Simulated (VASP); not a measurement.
Here is the system:

```
Mg2Sn
1.0
    0.00000     3.40257     3.40257
    3.40257     0.00000     3.40257
    3.40257     3.40257     0.00000
Mg Sn
2 1
Direct
  0.25000   0.25000   0.25000
  0.75000   0.75000   0.75000
  0.00000   0.00000   0.00000
```

These are PW91 GGA, VASP's PBE PAW potentials (set 64) (plane waves; VASP) values and carry that method's errors. Numerical set-up: 520 eV cut-off, Gaussian smearing of 0.050 eV, potentials Mg Sn_d.

Q: Give the energies of bands 7 to 12 at the high-symmetry points, in eV from the Fermi level.

A: 
| band | Γ | X | U | L | W |
|---|---|---|---|---|---|
| 7 | 0.08 | -4.45 | -4.04 | -4.66 | -3.65 |
| 8 | 0.08 | -1.99 | -3.40 | -0.74 | -3.65 |
| 9 | 0.08 | -1.99 | -1.67 | -0.74 | -2.56 |
| 10 | 1.41 | -0.09 | 0.47 | 0.69 | 2.74 |
| 11 | 2.22 | 0.29 | 2.66 | 2.31 | 3.00 |
| 12 | 2.22 | 7.22 | 5.34 | 2.31 | 3.00 |

It has no gap at this level: it comes out as a metal or semimetal.

Measured: gap 0.36 eV (computed value off by -0.36 eV), as given by Byungki Ryu et al., Journal of the Korean Physical Society (2019), arXiv:1905.06140.

The compound is Mg2Sn in the antifluorite structure. It was relaxed first.
